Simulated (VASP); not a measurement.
TlCl (relaxed from the wurtzite structure, space group P6_3mc): computed properties

Level of theory: PBE GGA, VASP's PBE PAW potentials (set 64) (plane waves; VASP 6.6.1).

```yaml
space_group: P6_3mc (186)
cell: a = b = 5.097 Å, c = 8.251 Å, α = β = 90.00°, γ = 120.00°
volume_per_atom: 46.41 Å³/atom
band gap (over mesh and band path): 3.67 eV
smallest direct gap (over mesh and band path): 3.88 eV
band_edge_character: indirect, K-Γ at 0.22 to L-M at 0.11
density: 4.29 g/cm³
```

```cif
data_Cl2Tl2
_chemical_formula_sum 'Tl2 Cl2'
_space_group_name_H-M_alt 'P63mc'
_space_group_IT_number 186
_space_group_name_Hall 'P 6c -2c'
_cell_length_a 5.09705
_cell_length_b 5.09705
_cell_length_c 8.25103
_cell_angle_alpha 90.000
_cell_angle_beta 90.000
_cell_angle_gamma 120.000
loop_
_atom_site_label
_atom_site_type_symbol
_atom_site_symmetry_multiplicity
_atom_site_Wyckoff_symbol
_atom_site_fract_x
_atom_site_fract_y
_atom_site_fract_z
_atom_site_occupancy
Tl1 Tl 2 b 0.66667 0.33333 0.49962 1
Cl1 Cl 2 b 0.33333 0.66667 0.37538 1
```

Unless said otherwise, spin-orbit coupling is left out, though it shifts the bands of the heavy elements here.

The structure was generated: TlCl was put into the wurtzite type (P6_3mc), which need not be its known phase. It was relaxed first, which changed the volume by +100 %. Symmetry was kept, so distortions that lower it aren't found.
